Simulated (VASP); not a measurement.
Output of a VASP run:

OSZICAR:
```
       N       E                     dE             d eps       ncg     rms          rms(c)
DAV:   1     0.105111625861E+03    0.10511E+03   -0.72711E+03   480   0.120E+03
DAV:   2    -0.459160172821E+00   -0.10557E+03   -0.97793E+02   608   0.272E+02
DAV:   3    -0.692566804189E+01   -0.64665E+01   -0.64252E+01   608   0.624E+01
DAV:   4    -0.717673102903E+01   -0.25106E+00   -0.25077E+00   856   0.111E+01
DAV:   5    -0.717781734646E+01   -0.10863E-02   -0.10863E-02   624   0.786E-01    0.323E+00
DAV:   6    -0.687262242851E+01    0.30519E+00   -0.57279E-01   576   0.409E+00    0.260E+00
DAV:   7    -0.685625107288E+01    0.16371E-01   -0.13378E-01   616   0.221E+00    0.151E+00
DAV:   8    -0.686998702119E+01   -0.13736E-01   -0.21698E-02   640   0.126E+00    0.193E-01
DAV:   9    -0.687095973872E+01   -0.97272E-03   -0.15298E-03   640   0.268E-01    0.109E-01
DAV:  10    -0.687178574588E+01   -0.82601E-03   -0.85463E-04   548   0.226E-01    0.125E-02
DAV:  11    -0.687180288863E+01   -0.17143E-04   -0.24902E-05   696   0.359E-02    0.629E-03
DAV:  12    -0.687180802772E+01   -0.51391E-05   -0.72434E-06   588   0.198E-02    0.299E-03
DAV:  13    -0.687180828797E+01   -0.26025E-06   -0.72965E-07   488   0.687E-03
   1 F= -.68718083E+01 E0= -.68718083E+01  d E =-.687181E+01
```

File OUTCAR:
```
------------------------ aborting loop because EDIFF is reached ----------------------------------------
  FORCE on cell =-STRESS in cart. coord.  units (eV):
  Direction    XX          YY          ZZ          XY          YZ          ZX
  --------------------------------------------------------------------------------------
  Total       -0.0108455     -0.0108455     -0.0108455     -0.0000000     -0.0000000     -0.0000000
  in kB       -0.2677047     -0.2677047     -0.2677047     -0.0000000     -0.0000000     -0.0000000
  external PRESSURE =      -0.2677047 kB  Pullay stress =       0.0000000 kB
  volume of cell :       64.91
      direct lattice vectors                 reciprocal lattice vectors
     0.000000000  3.189761806  3.189761806    -0.156751516  0.156751516  0.156751516
     3.189761806  0.000000000  3.189761806     0.156751516 -0.156751516  0.156751516
     3.189761806  3.189761806  0.000000000     0.156751516  0.156751516 -0.156751516
  FREE ENERGIE OF THE ION-ELECTRON SYSTEM (eV)
  ---------------------------------------------------
  free  energy   TOTEN  =        -6.8718082880 eV

  energy  without entropy=       -6.8718082880  energy(sigma->0) =       -6.87180829

 reached required accuracy - stopping structural energy minimisation
```
(Selected blocks of OUTCAR.)

### POSCAR
```
KCl
1
    0.0000000000     3.1897618059     3.1897618059
    3.1897618059     0.0000000000     3.1897618059
    3.1897618059     3.1897618059    -0.0000000000
K Cl
1 1
Direct
  0.0000000000   0.0000000000   0.0000000000
  0.5000000000   0.5000000000   0.5000000000
```

Question: Reconstruct the remaining input files.

Answer: This is not unique; one that fits is the input of the run itself, PW91 GGA, plane waves, VASP's PBE PAW potentials (set 64).

KPOINTS:
```
Automatic mesh
0
gamma
7 7 7
```

**INCAR**
```
SYSTEM = KCl
PREC = Accurate
ENCUT = 520
EDIFF = 1E-6
NELM = 100
ALGO = Normal
LREAL = .FALSE.
LASPH = .TRUE.
ISMEAR = 0
SIGMA = 0.05
GGA = 91
LWAVE = .FALSE.
LCHARG = .FALSE.
IBRION = 2
ISIF = 3
NSW = 60
EDIFFG = -0.01
```

POTCAR, in this order: K_sv Cl (PBE.64 set). Program: vasp_std.

The compound is KCl in the rock salt structure. It was relaxed first. The start is the result of an earlier pass.
